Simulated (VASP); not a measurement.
Input:

```
CELL_PARAMETERS angstrom
      5.62048     0.00000     0.00000
      0.00000     5.62048     0.00000
      0.00000     0.00000     5.62048
ATOMIC_POSITIONS crystal
  Cs 0.00000 0.00000 0.00000
  Pb 0.50000 0.50000 0.50000
  Cl 0.50000 0.00000 0.50000
  Cl 0.00000 0.50000 0.50000
  Cl 0.50000 0.50000 0.00000
```

The numbers are results of PBEsol GGA, VASP's PBE PAW potentials (set 64) (plane waves; VASP), not measurements. Numerical set-up: 500 eV cut-off, 4×4×4 Γ-centred mesh, Gaussian smearing of 0.050 eV, potentials Cs_sv Pb_d Cl.

Energy and stress use the plane-wave basis of the starting cell.

The ions, cell shape and volume at an external pressure of 5.0 GPa are relaxed. Give the cell that the relaxation ends in.

```
CELL_PARAMETERS angstrom
      5.36353     0.00000     0.00000
      0.00000     5.36353     0.00000
      0.00000     0.00000     5.36353
ATOMIC_POSITIONS crystal
  Cs 0.00000 0.00000 0.00000
  Pb 0.50000 0.50000 0.50000
  Cl 0.50000 0.00000 0.50000
  Cl 0.00000 0.50000 0.50000
  Cl 0.50000 0.50000 0.00000
```
Space group Pm-3m (221), at a tolerance of 0.03 Å.

How do energy and volume change from the first to the last step?

The energy (σ→0) changes by +64.1 meV/atom and the volume by -13.1 %, in 3 ionic steps.

The compound is CsPbCl3 in the cubic perovskite structure, the ideal cubic form; the compound distorts at low or room temperature. This run relaxes it under an external pressure of 5 GPa. Symmetry was kept, so distortions that lower it aren't found.
